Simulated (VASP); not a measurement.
Here is a VASP 6.6.1 calculation.

INCAR

```
SYSTEM = Tl8Pd8F23
PREC = Accurate ; ENCUT = 520
EDIFF = 1E-6 ; ISMEAR = -1
SIGMA = 0.05 ; LREAL = Auto
LASPH = .TRUE. ; NELM = 100
ALGO = Normal ; ISIF = 2
LWAVE = .FALSE. ; LCHARG = .FALSE.
GGA = CA ; NBANDS = 198
```

Contents of KPOINTS:

```
regular mesh
0
G
  1 1 1
  0 0 0
```

File POSCAR:

```
Tl8Pd8F23
1.0
    8.5426590000      0.0000000000      0.0000000000
    0.0325000000      8.5427410000      0.0000000000
    0.0068550000      0.0676480000      8.5441360000
Tl Pd F
8 8 23
Direct
    0.4412968036      0.3621215339      0.3767964368
    0.4682567812      0.6266766339      0.8716270434
    0.5159703618      1.0243451363      0.4595081352
    0.7588459766      0.8783780595      1.0635013300
    1.1212585377      0.4758567811      0.5259396620
    1.0705920486      0.4604170060      0.9531215327
    1.0139498115      1.0041542774      0.5598108457
    1.0217738744      1.0244661177      1.0414394153
    0.2457797438      0.1701842646      0.2270563109
    0.3109392225      0.1816307549      0.7949311668
    0.2062486741      0.7334146900      0.2118060855
    0.4016495691      0.8184745101      0.6191497888
    0.7653884886      0.2875671616      0.2481702070
    0.7771869606      0.3468536478      0.8000106740
    0.5866770896      0.7003002517      0.4023227158
    0.8147188659      0.8635367789      0.7395481533
    0.0777408770      0.3413452726      0.2760723846
    0.3191238703      0.1400491924      0.5808896300
    0.3331336006      0.3833760506      0.1303467080
   -0.0037850950      0.2820676052      0.7830165625
    0.2007400436      0.2067019088      0.9815386834
    0.3203045128      0.4265200100      0.7856850593
   -0.0074759918      0.7491245856      0.1777242310
    0.3306130141      0.6756862078      0.4122476515
    0.1101787828      0.9650814227      0.3231339014
    0.1284410038      0.7416667699      0.6080427559
    0.2103695077      0.7946772820      1.0004405361
    0.2805809891      0.9382807209      0.7437147536
    0.4139057469      0.0164694839      0.2055561850
    0.7952589355      0.2706068956      0.4638034788
    0.6742330922      0.4991836538      0.2528283726
    0.5489822518      0.4002448595      0.8058158250
    0.7282150626      0.2677091762      1.0366876183
    0.7569548300      0.6186537901      0.9608695367
    0.4513397530      0.7379242969      0.1715328501
    0.7512983559      0.6851853587      0.5756111560
    0.7959466918      1.0573392415      0.2531443788
    0.6070085398      0.8150366048      0.7650393205
    0.6771488946      1.0507532632      0.7729277717
```

Potentials or basis: VASP PAW LDA potentials, release 64 (Tl_d, Pd, F).

Launch:

```console
$ cat potpaw_LDA.64/Tl_d/POTCAR potpaw_LDA.64/Pd/POTCAR potpaw_LDA.64/F/POTCAR > POTCAR
$ mpirun -np 1 vasp_gam > vasp.out
```

Question: What does it give for the largest force?

Answer: 5.575 eV/Å.

Question: Estimate the pressure.

Answer: 6.3 GPa.

Question: Estimate the band gap on the k mesh.

Answer: None (metal or under the smearing width).

Stress tensor (GPa, compression positive):
```
 6.43  2.04 -1.79
 2.04  4.15  0.87
-1.79  0.87  8.37
```

Caveat: an odd number of electrons without spin polarisation forces a metal; a magnetic or distorted state may lie lower. The run has no spin-orbit coupling, so splittings on Tl are missing.
